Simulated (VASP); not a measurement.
Data:

```xyz
4
Lattice="3.6883 0.0000 0.0000 -1.8442 3.1942 0.0000 0.0000 0.0000 4.3896" Properties=species:S:1:pos:R:3 pbc="T T T"
Nb     0.0000     2.1294     4.1154
Nb     1.8442     1.0647     1.9206
C      0.0000     2.1294     1.9202
C      1.8442     1.0647     4.1150
```

Method: PBEsol GGA, VASP's PBE PAW potentials (set 64) (plane waves; VASP). Run with 520 eV cut-off, 11×11×8 Γ-centred mesh, tetrahedra with Blöchl corrections, potentials Nb_sv C.

The cores are frozen, which limits the accuracy of field gradients.

Give the principal components of the electric field gradient (V/Å²) and the asymmetry η at each nucleus.

```json
[
 {"atom": "Nb1", "Vxx": "54.2", "Vyy": "54.2", "Vzz": "-108.3", "η": "0.00"},
 {"atom": "Nb2", "Vxx": "54.2", "Vyy": "54.2", "Vzz": "-108.3", "η": "0.00"},
 {"atom": "C3", "Vxx": "-3.1", "Vyy": "-3.1", "Vzz": "6.3", "η": "0.00"},
 {"atom": "C4", "Vxx": "-3.1", "Vyy": "-3.1", "Vzz": "6.3", "η": "0.00"}
]
```

The structure was generated: NbC was put into the wurtzite type (P6_3mc), which need not be its known phase. It was relaxed first, which changed the volume by -39 %. The relaxed cell has space group P6_3/mmc.
